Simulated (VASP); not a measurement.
Data:

```
BSi62
1.0
   10.93707     0.00000     0.00000
    0.00000    10.93707     0.00000
    0.00000     0.00000    10.93707
Si B
62 1
Direct
  0.50000   0.00000   0.00000
  0.62500   0.12500   0.12500
  0.75000   0.25000   0.00000
  0.87500   0.37500   0.12500
  0.75000   0.00000   0.25000
  0.87500   0.12500   0.37500
  0.00000   0.00000   0.00000
  0.12500   0.12500   0.12500
  0.25000   0.25000   0.00000
  0.37500   0.37500   0.12500
  0.50000   0.50000   0.00000
  0.62500   0.62500   0.12500
  0.75000   0.75000   0.00000
  0.87500   0.87500   0.12500
  0.25000   0.00000   0.25000
  0.37500   0.12500   0.37500
  0.50289   0.25043   0.25249
  0.74986   0.49567   0.24619
  0.87500   0.62500   0.37500
  0.50000   0.00000   0.50000
  0.62500   0.12500   0.62500
  0.75380   0.25299   0.49626
  0.87500   0.37500   0.62500
  0.75000   0.00000   0.75000
  0.87500   0.12500   0.87500
  0.00000   0.50000   0.00000
  0.12500   0.62500   0.12500
  0.25000   0.75000   0.00000
  0.37500   0.87500   0.12500
  0.00000   0.25000   0.25000
  0.12500   0.37500   0.37500
  0.25000   0.50000   0.25000
  0.37500   0.62500   0.37500
  0.50000   0.75000   0.25000
  0.62500   0.87500   0.37500
  0.00000   0.00000   0.50000
  0.12500   0.12500   0.62500
  0.25000   0.25000   0.50000
  0.37500   0.37500   0.62500
  0.62500   0.62500   0.62500
  0.75000   0.75000   0.50000
  0.87500   0.87500   0.62500
  0.25000   0.00000   0.75000
  0.37500   0.12500   0.87500
  0.50000   0.25000   0.75000
  0.62500   0.37500   0.87500
  0.75000   0.50000   0.75000
  0.87500   0.62500   0.87500
  0.00000   0.75000   0.25000
  0.12500   0.87500   0.37500
  0.00000   0.50000   0.50000
  0.12500   0.62500   0.62500
  0.25000   0.75000   0.50000
  0.37500   0.87500   0.62500
  0.00000   0.25000   0.75000
  0.12500   0.37500   0.87500
  0.25000   0.50000   0.75000
  0.37500   0.62500   0.87500
  0.50000   0.75000   0.75000
  0.62500   0.87500   0.87500
  0.00000   0.75000   0.75000
  0.12500   0.87500   0.87500
  0.50428   0.50248   0.50238
```
Cell charge -1.

Computed with PBE GGA, VASP's PBE PAW potentials (set 64) (plane waves; VASP). Settings: PREC = Normal, LREAL = Auto, ISYM = 0, NELECT = 252.0, EDIFF = 1E-5, 400 eV cut-off, 1×1×1 Γ-centred mesh, Gaussian smearing of 0.050 eV, potentials Si B.

The cell is charged, with a uniform compensating background. The supercell is sampled at Γ alone, which is coarse: total energies, pressure and levels can be off, energies of defects by several tenths of an eV.

Question: The ions are relaxed. Which structure does the run end with?

Answer: 
```
BSi62
1.0
   10.93707     0.00000     0.00000
    0.00000    10.93707     0.00000
    0.00000     0.00000    10.93707
Si B
62 1
Direct
  0.49703   0.00038   0.00026
  0.62585   0.12177   0.12790
  0.74799   0.24487   0.99919
  0.87817   0.36490   0.12197
  0.75165   0.99415   0.24851
  0.87201   0.12205   0.37429
  0.99843   0.99899   0.00177
  0.12622   0.12408   0.12487
  0.25182   0.25066   0.00253
  0.38383   0.37168   0.13544
  0.49866   0.49625   0.00240
  0.62094   0.62751   0.12107
  0.74787   0.75039   0.99652
  0.87603   0.86898   0.12423
  0.25489   0.00306   0.24913
  0.38050   0.12660   0.37687
  0.51732   0.24976   0.26476
  0.80309   0.54764   0.19705
  0.87895   0.62741   0.37934
  0.49789   0.99524   0.50230
  0.62316   0.12666   0.61960
  0.73482   0.25003   0.48244
  0.86433   0.37166   0.61611
  0.75097   0.00299   0.74514
  0.87533   0.12394   0.87382
  0.99709   0.50137   0.00291
  0.12712   0.62193   0.12974
  0.24940   0.74721   0.00284
  0.37623   0.87104   0.12765
  0.00102   0.24515   0.25235
  0.12563   0.37347   0.37565
  0.25635   0.49830   0.25587
  0.38308   0.61478   0.39082
  0.49797   0.74324   0.25620
  0.62480   0.87201   0.37561
  0.99974   0.00030   0.50285
  0.12589   0.12744   0.62547
  0.25445   0.25291   0.50106
  0.38463   0.38730   0.61557
  0.60920   0.61479   0.61741
  0.74391   0.74303   0.50247
  0.87257   0.87102   0.62390
  0.24867   0.00022   0.75152
  0.37464   0.12769   0.87409
  0.49930   0.25322   0.74581
  0.62493   0.37349   0.87476
  0.74435   0.49850   0.74386
  0.87064   0.62219   0.87280
  0.00352   0.75033   0.25243
  0.12894   0.87975   0.37546
  0.99770   0.49621   0.50154
  0.12287   0.62373   0.62537
  0.24879   0.74849   0.50145
  0.37212   0.87183   0.62795
  0.99737   0.25060   0.74812
  0.12608   0.37888   0.87384
  0.25246   0.50159   0.74760
  0.37465   0.62371   0.87726
  0.49845   0.74856   0.75140
  0.62464   0.87980   0.87122
  0.99764   0.74746   0.75065
  0.12390   0.87372   0.87655
  0.46735   0.52962   0.53277
```
Cell charge -1.

Question: How much energy does the relaxation gain?

Answer: The energy (σ→0) changes by -30.1 meV/atom, in 65 ionic steps.

The cell is a supercell with a defect, built from Si (diamond): B_Si-vac_Si, charge -1. The run is not spin-polarised, so no state with unpaired spins was tried.
